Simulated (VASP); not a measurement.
Input:

```
Cu
1.0
    0.00000     1.70811     1.70811
    1.70811     0.00000     1.70811
    1.70811     1.70811     0.00000
Cu
1
Direct
  0.00000   0.00000   0.00000
```

Method: PBEsol GGA, VASP's PBE PAW potentials (set 64) (plane waves; VASP 6.6.1). Numerical set-up: 500 eV cut-off, 18×18×18 Γ-centred mesh, first-order Methfessel-Paxton smearing of 0.10 eV, potentials Cu.

Estimate the energy per atom (σ→0), pressure, band gap (on the k-mesh) with the smallest direct gap where there is one.

| Item | Value |
|---|---|
| band gap (on the k-mesh) | none (metal, semimetal or under 0.01 eV) |
| energy per atom (σ→0) | -4.192 eV/atom |
| pressure | 29.77 GPa |

Total energies compare only between runs with the same potentials, cut-off and functional.

The compound is Cu in the fcc structure. It was relaxed first under an external pressure of 30 GPa.
